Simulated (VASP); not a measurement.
# CdTe: GW quasiparticle gap, part 3 of 4

Wanted: how far GW moves the Kohn-Sham levels of CdTe. The cell is of the zinc-blende type, one of the forms listed for this formula, which need not be the common one. The start is a cell from a database of measured crystal structures.

VASP 6.6.1, plane waves and PAW; the level of theory is named at each step.

So far, quasiparticle gap on the mesh (eV): step 4 (evGW0) 1.63. Also gap on the k-mesh (eV): step 3 (empty bands, functional PBE) 0.751.

### 5. QPGW0

This step: QPGW0 on PBE; plane waves and PAW (Cd_GW, Te_GW) (VASP 6.6.1).

Here the orbitals are updated too, by diagonalising a Hermitian self-energy in the bands up to NBANDSGW.

Input file INCAR:

```
SYSTEM = CdTe
PREC = Accurate
ENCUT = 300
ISMEAR = 0
SIGMA = 0.01
LREAL = .FALSE.
GGA = PE
NBANDS = 440
ALGO = QPGW0
NELMGW = 4
ENCUTGW = 200
NOMEGA = 48
PRECFOCK = Fast
NBANDSGW = 32
LWAVE = .FALSE.
LCHARG = .FALSE.
```

Input file POSCAR:

```
CdTe
1.0
    0.0000000000      3.2400000000      3.2400000000
    3.2400000000      0.0000000000      3.2400000000
    3.2400000000      3.2400000000      0.0000000000
Cd Te
1 1
Direct
    0.0000000000      0.0000000000      0.0000000000
    0.2500000000      0.2500000000      0.2500000000
```

Input file KPOINTS:

```
Automatic mesh
0
Gamma
4 4 4
0 0 0
```

PAW data sets: Cd_GW and Te_GW (PBE family, release 64).

Command:

```
$ mpirun -np 8 vasp_std
```

What it wrote:

```text
[banner, memory and clock lines left out]
running    8 mpi-ranks, on    1 nodes
 distrk:  each k-point on    8 cores,    1 groups
 distr:  one band on    1 cores,    8 groups

 POSCAR found type information on POSCAR CdTe
 POSCAR found :  2 types and       2 ions
 [... a notice as in an earlier step ...]

 [... a notice as in an earlier step ...]

 LDA part: xc-table for (Slater+PW92), standard interpolation
 found WAVECAR, reading the header
 POSCAR, INCAR and KPOINTS ok, starting setup
 FFT: planning ... GRIDC
 FFT: planning ... GRID_SOFT
 FFT: planning ... GRID
 reading WAVECAR
 the WAVECAR file was read successfully
 initial charge from wavefunction
 available memory per node:     69.62 GB, setting MAXMEM to     71287

 The Fermi energy was updated, please check that it is located mid-gap
 values below the HOMO (VB) or above the LUMO (CB) will cause erroneous energies
 E-fermi :   3.7233

 calculate exact exchange contribution
 the WAVEDER file was read successfully
energies w=
    0.000    0.000    0.322    0.000    0.643    0.000    0.961    0.000
    1.275    0.000    1.584    0.000    1.889    0.000    2.188    0.000
    2.481    0.000    2.768    0.000    3.051    0.000    3.329    0.000
    3.603    0.000    3.874    0.000    4.142    0.000    4.410    0.000
    4.677    0.000    4.945    0.000    5.216    0.000    5.490    0.000
    5.769    0.000    6.055    0.000    6.349    0.000    6.654    0.000
    6.972    0.000    7.304    0.000    7.657    0.000    8.031    0.000
    8.431    0.000    8.864    0.000    9.336    0.000    9.854    0.000
   10.428    0.000   11.072    0.000   11.804    0.000   12.642    0.000
   13.620    0.000   14.777    0.000   16.171    0.000   17.889    0.000
   20.059    0.000   22.889    0.000   26.733    0.000   32.249    0.000
   40.809    0.000   55.842    0.000   88.972    0.000  221.041    0.000
 responsefunction array rank=     448
 LDA part: xc-table for (Slater+PW92), standard interpolation

 min. memory requirement per mpi rank    467.1 MB, per node   3736.4 MB

 allocating   6 responsefunctions rank=   448
 shmem allocating  48 responsefunctions rank=   448
 response function shared by NCSHMEM nodes    1
 Doing            6  frequencies on each core in blocks of           48
NQ=   1    0.0000    0.0000    0.0000,
|.........|.........|.........|.........|.........|.........|.........|.........
 performed        721000 updates of chi_q(r,r)
 total number of BLAS operations        975.41 Gflops
NQ=   2    0.2500    0.0000    0.0000,
|.........|.........|.........|.........|.........|.........|.........|.........
 performed       2231000 updates of chi_q(r,r)
 total number of BLAS operations       3293.30 Gflops
NQ=   3    0.5000    0.0000    0.0000,
|.........|.........|.........|.........|.........|.........|.........|.........
 performed       3515000 updates of chi_q(r,r)
 total number of BLAS operations       5229.59 Gflops
NQ=   4    0.2500    0.2500    0.0000,
|.........|.........|.........|.........|.........|.........|.........|.........
 performed       5025000 updates of chi_q(r,r)
 total number of BLAS operations       7473.98 Gflops
NQ=   5    0.5000    0.2500    0.0000,
|.........|.........|.........|.........|.........|.........|.........|.........
 performed       7154000 updates of chi_q(r,r)
 total number of BLAS operations      10727.78 Gflops
NQ=   6   -0.2500    0.2500    0.0000,
|.........|.........|.........|.........|.........|.........|.........|.........
 performed       9058000 updates of chi_q(r,r)
 total number of BLAS operations      13610.83 Gflops
NQ=   7    0.5000    0.5000    0.0000,
|.........|.........|.........|.........|.........|.........|.........|.........
 performed      10174000 updates of chi_q(r,r)
 total number of BLAS operations      15370.91 Gflops
NQ=   8   -0.2500    0.5000    0.2500,
|.........|.........|.........|.........|.........|.........|.........|.........
 performed      11627000 updates of chi_q(r,r)
 total number of BLAS operations      17663.92 Gflops
 resolving degeneracies of screened two electron integrals

 calculate QP shifts <psi_nk| G(iteration)W_0 |psi_nk>: iteration 1

 QP shifts <psi_nk| G(iteration)W_0 |psi_nk>: iteration 1
 NQ=           1  operations          48
 NQ=           2  operations           6
 NQ=           3  operations          12
 NQ=           4  operations           8
 NQ=           5  operations           2
 NQ=           6  operations           4
 NQ=           7  operations          16
 NQ=           8  operations           8
 allocating   6 responsefunctions rank=   448
 shmem allocating  48 responsefunctions rank=   448
 response function shared by NCSHMEM nodes    1
 Doing            6  frequencies on each core in blocks of           48
NQ=   1    0.0000    0.0000    0.0000,
|.........|.........|.........|.........|.........|.........|.........|.........
 performed        721000 updates of chi_q(r,r)
 total number of BLAS operations        975.41 Gflops
NQ=   2    0.2500    0.0000    0.0000,
|.........|.........|.........|.........|.........|.........|.........|.........
 performed       2231000 updates of chi_q(r,r)
 total number of BLAS operations       3293.30 Gflops
NQ=   3    0.5000    0.0000    0.0000,
|.........|.........|.........|.........|.........|.........|.........|.........
 performed       3515000 updates of chi_q(r,r)
 total number of BLAS operations       5229.59 Gflops
NQ=   4    0.2500    0.2500    0.0000,
|.........|.........|.........|.........|.........|.........|.........|.........
 performed       5025000 updates of chi_q(r,r)
 total number of BLAS operations       7473.98 Gflops
NQ=   5    0.5000    0.2500    0.0000,
|.........|.........|.........|.........|.........|.........|.........|.........
 performed       7154000 updates of chi_q(r,r)
 total number of BLAS operations      10727.78 Gflops
NQ=   6   -0.2500    0.2500    0.0000,
|.........|.........|.........|.........|.........|.........|.........|.........
 performed       9058000 updates of chi_q(r,r)
 total number of BLAS operations      13610.83 Gflops
NQ=   7    0.5000    0.5000    0.0000,
|.........|.........|.........|.........|.........|.........|.........|.........
 performed      10174000 updates of chi_q(r,r)
 total number of BLAS operations      15370.91 Gflops
NQ=   8   -0.2500    0.5000    0.2500,
|.........|.........|.........|.........|.........|.........|.........|.........
 performed      11627000 updates of chi_q(r,r)
 total number of BLAS operations      17663.92 Gflops
 resolving degeneracies of screened two electron integrals

 QP shifts <psi_nk| G(iteration)W_0 |psi_nk>: iteration 2
 NQ=           1  operations          48
 NQ=           2  operations           6
 NQ=           3  operations          12
 NQ=           4  operations           8
 NQ=           5  operations           2
 NQ=           6  operations           4
 NQ=           7  operations          16
 NQ=           8  operations           8
 allocating   6 responsefunctions rank=   448
 shmem allocating  48 responsefunctions rank=   448
 response function shared by NCSHMEM nodes    1
 Doing            6  frequencies on each core in blocks of           48
NQ=   1    0.0000    0.0000    0.0000,
|.........|.........|.........|.........|.........|.........|.........|.........
 performed        721000 updates of chi_q(r,r)
 total number of BLAS operations        975.41 Gflops
NQ=   2    0.2500    0.0000    0.0000,
|.........|.........|.........|.........|.........|.........|.........|.........
 performed       2231000 updates of chi_q(r,r)
 total number of BLAS operations       3293.30 Gflops
NQ=   3    0.5000    0.0000    0.0000,
|.........|.........|.........|.........|.........|.........|.........|.........
 performed       3515000 updates of chi_q(r,r)
 total number of BLAS operations       5229.59 Gflops
NQ=   4    0.2500    0.2500    0.0000,
|.........|.........|.........|.........|.........|.........|.........|.........
 performed       5025000 updates of chi_q(r,r)
 total number of BLAS operations       7473.98 Gflops
NQ=   5    0.5000    0.2500    0.0000,
|.........|.........|.........|.........|.........|.........|.........|.........
 performed       7154000 updates of chi_q(r,r)
 total number of BLAS operations      10727.78 Gflops
NQ=   6   -0.2500    0.2500    0.0000,
|.........|.........|.........|.........|.........|.........|.........|.........
 performed       9058000 updates of chi_q(r,r)
 total number of BLAS operations      13610.83 Gflops
NQ=   7    0.5000    0.5000    0.0000,
|.........|.........|.........|.........|.........|.........|.........|.........
 performed      10174000 updates of chi_q(r,r)
 total number of BLAS operations      15370.91 Gflops
NQ=   8   -0.2500    0.5000    0.2500,
|.........|.........|.........|.........|.........|.........|.........|.........
 performed      11627000 updates of chi_q(r,r)
 total number of BLAS operations      17663.92 Gflops
 resolving degeneracies of screened two electron integrals

 QP shifts <psi_nk| G(iteration)W_0 |psi_nk>: iteration 3
 NQ=           1  operations          48
 NQ=           2  operations           6
 NQ=           3  operations          12
 NQ=           4  operations           8
 NQ=           5  operations           2
 NQ=           6  operations           4
 NQ=           7  operations          16
 NQ=           8  operations           8
 allocating   6 responsefunctions rank=   448
 shmem allocating  48 responsefunctions rank=   448
 response function shared by NCSHMEM nodes    1
 Doing            6  frequencies on each core in blocks of           48
NQ=   1    0.0000    0.0000    0.0000,
|.........|.........|.........|.........|.........|.........|.........|.........
 performed        721000 updates of chi_q(r,r)
 total number of BLAS operations        975.41 Gflops
NQ=   2    0.2500    0.0000    0.0000,
|.........|.........|.........|.........|.........|.........|.........|.........
 performed       2231000 updates of chi_q(r,r)
 total number of BLAS operations       3293.30 Gflops
NQ=   3    0.5000    0.0000    0.0000,
|.........|.........|.........|.........|.........|.........|.........|.........
 performed       3515000 updates of chi_q(r,r)
 total number of BLAS operations       5229.59 Gflops
NQ=   4    0.2500    0.2500    0.0000,
|.........|.........|.........|.........|.........|.........|.........|.........
 performed       5025000 updates of chi_q(r,r)
 total number of BLAS operations       7473.98 Gflops
NQ=   5    0.5000    0.2500    0.0000,
|.........|.........|.........|.........|.........|.........|.........|.........
 performed       7154000 updates of chi_q(r,r)
 total number of BLAS operations      10727.78 Gflops
NQ=   6   -0.2500    0.2500    0.0000,
|.........|.........|.........|.........|.........|.........|.........|.........
 performed       9058000 updates of chi_q(r,r)
 total number of BLAS operations      13610.83 Gflops
NQ=   7    0.5000    0.5000    0.0000,
|.........|.........|.........|.........|.........|.........|.........|.........
 performed      10174000 updates of chi_q(r,r)
 total number of BLAS operations      15370.91 Gflops
NQ=   8   -0.2500    0.5000    0.2500,
|.........|.........|.........|.........|.........|.........|.........|.........
 performed      11627000 updates of chi_q(r,r)
 total number of BLAS operations      17663.92 Gflops
 resolving degeneracies of screened two electron integrals

 QP shifts <psi_nk| G(iteration)W_0 |psi_nk>: iteration 4
 NQ=           1  operations          48
 NQ=           2  operations           6
 NQ=           3  operations          12
 NQ=           4  operations           8
 NQ=           5  operations           2
 NQ=           6  operations           4
 NQ=           7  operations          16
 NQ=           8  operations           8
 entering main loop
```

Run time: 48 min. Hardware: 8 MPI ranks of AMD EPYC 7R43, shared host; peak memory 4.1 GiB; 6.4 h of CPU time.

Parts of OUTCAR (step 5):

```text
   NELECT =      18.0000    total number of electrons

 E-fermi :   3.7233

 QP shifts <psi_nk| G(iteration)W_0 |psi_nk>: iteration 1
 k-point   1 :       0.0000    0.0000    0.0000
  band No. DFT-energies  QP-energies  QP-e(diag)   sigma(DFT)    Z            occupation
    ...
      6      -4.6964      -6.5535      -6.5514      -7.4105       0.6835       2.0000
      7       3.3478       2.5983       2.5997       2.3424       0.7441       2.0000
      8       3.3478       2.5983       2.5997       2.3424       0.7441       2.0000
      9       3.3478       2.5983       2.5997       2.3424       0.7441       2.0000
     10       4.0988       4.0663       4.0757       4.0682       0.7553       0.0000
     11       7.9379       7.9129       7.9182       7.9115       0.7482       0.0000
     12       7.9379       7.9129       7.9182       7.9115       0.7482       0.0000
     13       7.9379       7.9129       7.9182       7.9115       0.7482       0.0000
    ...

 k-point   2 :       0.2500    0.0000    0.0000
  band No. DFT-energies  QP-energies  QP-e(diag)   sigma(DFT)    Z            occupation
    ...
      6      -4.6965      -6.4727      -6.5479      -7.4084       0.6827       2.0000
      7       0.6123      -0.1727      -0.1738      -0.4879       0.7145       2.0000
      8       2.9171       2.1498       2.1512       1.8844       0.7416       2.0000
      9       2.9171       2.1498       2.1512       1.8844       0.7416       2.0000
     10       5.3185       5.2687       5.2785       5.2656       0.7567       0.0000
     11       8.4905       8.4739       8.4784       8.4743       0.7443       0.0000
     12       8.4905       8.4739       8.4784       8.4743       0.7443       0.0000
     13       8.7020       8.5962       8.6087       8.5759       0.7397       0.0000
    ...

 QP shifts <psi_nk| G(iteration)W_0 |psi_nk>: iteration 2
 k-point   1 :       0.0000    0.0000    0.0000
  band No. DFT-energies  QP-energies  QP-e(diag)   sigma(DFT)    Z            occupation
    ...
      6      -6.5535      -7.1145      -7.1140      -7.3787       0.6792       2.0000
      7       2.5983       2.4224       2.4236       2.3625       0.7410       2.0000
      8       2.5983       2.4224       2.4236       2.3625       0.7410       2.0000
      9       2.5983       2.4224       2.4236       2.3625       0.7410       2.0000
     10       4.0663       4.0523       4.0534       4.0494       0.7648       0.0000
     11       7.9129       7.8800       7.8828       7.8728       0.7505       0.0000
     12       7.9129       7.8800       7.8828       7.8728       0.7505       0.0000
     13       7.9129       7.8800       7.8828       7.8728       0.7505       0.0000
    ...

 QP shifts <psi_nk| G(iteration)W_0 |psi_nk>: iteration 3
 k-point   1 :       0.0000    0.0000    0.0000
  band No. DFT-energies  QP-energies  QP-e(diag)   sigma(DFT)    Z            occupation
    ...
      6      -7.1145      -7.2967      -7.2963      -7.3814       0.6813       2.0000
      7       2.4224       2.3548       2.3557       2.3325       0.7417       2.0000
      8       2.4224       2.3548       2.3557       2.3325       0.7417       2.0000
      9       2.4224       2.3548       2.3557       2.3325       0.7417       2.0000
     10       4.0523       4.0404       4.0413       4.0379       0.7612       0.0000
     11       7.8800       7.8660       7.8684       7.8645       0.7468       0.0000
     12       7.8800       7.8660       7.8684       7.8645       0.7468       0.0000
     13       7.8800       7.8660       7.8684       7.8645       0.7468       0.0000
    ...

 QP shifts <psi_nk| G(iteration)W_0 |psi_nk>: iteration 4
 k-point   1 :       0.0000    0.0000    0.0000
  band No. DFT-energies  QP-energies  QP-e(diag)   sigma(DFT)    Z            occupation
    ...
      6      -7.2967      -7.3592      -7.3588      -7.3879       0.6811       2.0000
      7       2.3548       2.3186       2.3202       2.3082       0.7418       2.0000
      8       2.3548       2.3186       2.3202       2.3082       0.7418       2.0000
      9       2.3548       2.3186       2.3202       2.3082       0.7418       2.0000
     10       4.0404       4.0314       4.0324       4.0299       0.7600       0.0000
     11       7.8660       7.8607       7.8632       7.8622       0.7466       0.0000
     12       7.8660       7.8607       7.8632       7.8622       0.7466       0.0000
     13       7.8660       7.8607       7.8632       7.8622       0.7466       0.0000
    ...

[... 16 parts as in an earlier step ...]

[... 29 further parts left out ...]
```

Numbers from this step:

```yaml
quasiparticle_gap_on_the_mesh: 1.713 eV
smallest_direct_quasiparticle_gap_on_the_mesh: 1.713 eV
```

QP gap by iteration, by row:

| iteration | gap (eV) | direct gap (eV) |
| --- | --- | --- |
| 1 | 1.468 | 1.468 |
| 2 | 1.63 | 1.63 |
| 3 | 1.686 | 1.686 |
| 4 | 1.713 | 1.713 |

GW takes the gap from 0.751 to 1.713 eV. That is +83 meV against evGW0 on PBE. The last pass still moved it by +27 meV. Spin-orbit coupling is left out. The value holds for 440 bands, ENCUTGW = 200 eV and this mesh, and isn't shown to be converged in them.

### 6. Orbitals for another starting point

This step: PBE; plane waves and PAW (Cd_GW, Te_GW) (VASP 6.6.1).

A hybrid converges faster from good orbitals, so a cheap PBE run writes WAVECAR first.

Input file INCAR:

```
SYSTEM = CdTe
PREC = Accurate
ENCUT = 300
EDIFF = 1E-05
NELM = 100
ISMEAR = 0
SIGMA = 0.01
LREAL = .FALSE.
ALGO = Normal
GGA = PE
NBANDS = 15
LORBIT = 11
LWAVE = .TRUE.
LCHARG = .FALSE.
KPAR = 8
```

POSCAR is that of step 5.

KPOINTS is that of step 5.

Command:

```
$ mpirun -np 8 vasp_std
```

What it wrote:

```text
[banner, memory and clock lines left out]
running    8 mpi-ranks, on    1 nodes
 distrk:  each k-point on    1 cores,    8 groups
 distr:  one band on    1 cores,    1 groups

 POSCAR found type information on POSCAR CdTe
 POSCAR found :  2 types and       2 ions
 [... a notice as in an earlier step ...]

 LDA part: xc-table for (Slater+PW92), standard interpolation
 POSCAR, INCAR and KPOINTS ok, starting setup
 FFT: planning ... GRIDC
 FFT: planning ... GRID_SOFT
 FFT: planning ... GRID
 WAVECAR not read
 entering main loop
       N       E                     dE             d eps       ncg     rms          rms(c)
[... 11 cycles as in an earlier step ...]
DAV:  12    -0.474113485008E+01   -0.38383E-06   -0.37215E-06   260   0.161E-02
   1 F= -.47411349E+01 E0= -.47411349E+01  d E =-.213966E-27
 writing wavefunctions
```

It took 4 s on 8 MPI ranks; peak memory 1.1 GiB; 25 s of CPU time.

OUTCAR, selected parts (step 6):

```text
   NELECT =      18.0000    total number of electrons

 E-fermi :   3.4223

 k-point     1 :       0.0000    0.0000    0.0000
  band No.  band energies     occupation
    ...
      5      -4.6971      2.00000
      6      -4.6971      2.00000
      7       3.3478      2.00000
      8       3.3478      2.00000
      9       3.3478      2.00000
     10       4.0983      0.00000
     11       7.9379      0.00000
     12       7.9379      0.00000
     13       7.9379      0.00000
     14      10.7922      0.00000
    ...

  Total        1.1344141      1.1344141      1.1344141     -0.0000000      0.0000000      0.0000000
  in kB       26.7188126     26.7188126     26.7188126     -0.0000000      0.0000000      0.0000000
  external PRESSURE =      26.7188126 kB  Pullay stress =       0.0000000 kB

  FREE ENERGIE OF THE ION-ELECTRON SYSTEM (eV)
  ---------------------------------------------------
  free  energy   TOTEN  =        -4.7411348501 eV

  energy  without entropy=       -4.7411348501  energy(sigma->0) =       -4.74113485

[... 9 parts as in an earlier step ...]

[... 9 further parts left out ...]
```

This step gave:

```yaml
pressure: 2.672 GPa
gap_on_the_k_mesh: 0.7505 eV
least_direct_gap_on_the_k_mesh: 0.7505 eV
```

The run ends at a pressure of 2.67 GPa.

(Part 3 of 4 ends here.)

[Lines on the potential files, build, host, timing and source positions are cut from VASP's logs without a mark.]

[Logs are printed without paths, hosts, clocks, repeated set-up lines and the standing remarks that a program may print on its own settings, such as how far it seeks lower states.]

[Hosts, paths, dates, database ids (printed as entryN), source tags and the programs' standing remarks are cut or masked in the printed files.]

[Pressures printed for these runs are not shown converged in the cutoff: they can be off by several GPa and have the wrong sign.]

[In band tables of VASP the shares of atoms and orbitals are scaled to a sum of 1 inside the atoms' spheres.]
